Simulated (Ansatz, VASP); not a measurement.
## One calculation of ScTa2N3, two programs

```
Sc Ta N
1.0
     3.13723    0.00000    0.00000
    -1.56861    2.71692    0.00000
     0.00000    0.00000    7.68650
Sc Ta N
1 2 3
Direct
  0.00000 0.00000 0.00000
  0.66667 0.33333 0.66261
  0.33333 0.66667 0.33739
  0.66667 0.33333 0.17425
  0.33333 0.66667 0.82575
  0.00000 0.00000 0.50000
```

Change from the starting cell: species swapped into the Li3SmSb2 type (P-3m1, No. 164).

Alike in both runs: functional PBE; k mesh 6 × 6 × 4; occupations gaussian, width 0.1 eV; no spin polarisation.

Ansatz relaxed the structure, and its values are those at the end. VASP's run is a single point on that final structure, the one shown.

|  | VASP | Ansatz |
| --- | --- | --- |
| version | VASP 6.6.1 | Ansatz 0.2.0 |
| potentials or method | VASP PAW PBE potentials, release 64 (Sc_sv, Ta_pv, N) | scalar-relativistic, plane waves, PAW |
| plane-wave cutoff (eV) | 520 | 420 |
| valence electrons in the cell | 48 | 52 |

|  | VASP | Ansatz | Ansatz less VASP |
| --- | --- | --- | --- |
| gap on the k mesh at the Fermi level (eV) | none | none | - |
| pressure (GPa) | 0.7 | -0.1 | -0.82 |
| rms of the force components (eV/Å) | 0.011 | 0.005 | -0.0066 |

A gap of «none» marks a metal or a gap that the smearing closes. With one functional, cell and mesh, what is left measures potentials, basis and numerics. The two sets of potentials don't hold the same shells in valence.

Caveats: the k mesh is coarse (spacing up to 0.39 Å⁻¹), so the values aren't converged. Spin-orbit coupling is left out, which matters for the levels of Ta.
